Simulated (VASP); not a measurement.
Here is a VASP 6.6.1 calculation.

INCAR

```
SYSTEM = Tl2Ga3
ALGO     = Fast           ! electronic algorithm
EDIFF    = 1E-6           ! SCF threshold, eV
ENCUT    = 520            ! plane-wave cutoff, eV
GGA      = PE             ! functional
ISIF     = 2              ! what is computed and relaxed
ISMEAR   = -1             ! smearing method
LASPH    = .True.         ! aspherical terms in the spheres
LCHARG   = .True.         ! write CHGCAR
LELF     = .True.         ! ELF
LREAL    = .False.        ! projectors in reciprocal space
LVHAR    = .True.       
LWAVE    = .False.        ! write WAVECAR
NBANDS   = 76             ! bands
NELM     = 100            ! most SCF steps
PREC     = Accurate       ! precision mode
SIGMA    = 0.1            ! smearing width, eV
```

Contents of KPOINTS:

```
Automatic mesh
0
Gamma
  3 3 3
  0.5 0 0.5
```

The input POSCAR:

```
Tl2Ga3
1.0
    6.2210450000      0.0837700000      0.0639200000
    0.0837700000      6.3471920000     -0.1001790000
    0.0639200000     -0.1001790000      6.3900880000
Ga Tl
6 4
Direct
    0.0172740000      0.5052310000      0.4659910000
    0.9901920000      0.5191950000      0.0057670000
    0.4976560000      0.9892740000      0.4917970000
    0.9744780000      0.9960130000      0.4963830000
    0.5048720000      0.9890510000      0.0034530000
    0.5081450000      0.4885700000      0.9938410000
    0.2627890000      0.2662400000      0.2470410000
    0.2403460000      0.7299720000      0.7419250000
    0.7519870000      0.7279810000      0.2359390000
    0.7431460000      0.2563340000      0.7445540000
```

Potentials or basis: VASP PAW PBE potentials, release 64 (Ga_d, Tl_d).

Launch:

```sh
$ cat potpaw_PBE.64/Ga_d/POTCAR potpaw_PBE.64/Tl_d/POTCAR > POTCAR
$ mpirun -np 1 vasp_std > vasp.out
```

Question: What does it give for the band gap on the k mesh?

Answer: None (metal or under the smearing width).

Question: Estimate the pressure.

Answer: 8.1 GPa.

Stress tensor (GPa, compression positive):
```
 7.75 -2.86 -2.37
-2.86  8.47  3.04
-2.37  3.04  8.14
```

Caveat: forces of over 1 eV/Å show positions far from the minimum, so gaps and moduli don't describe the material at rest. Spin-orbit coupling is left out, which matters for the levels of Tl.
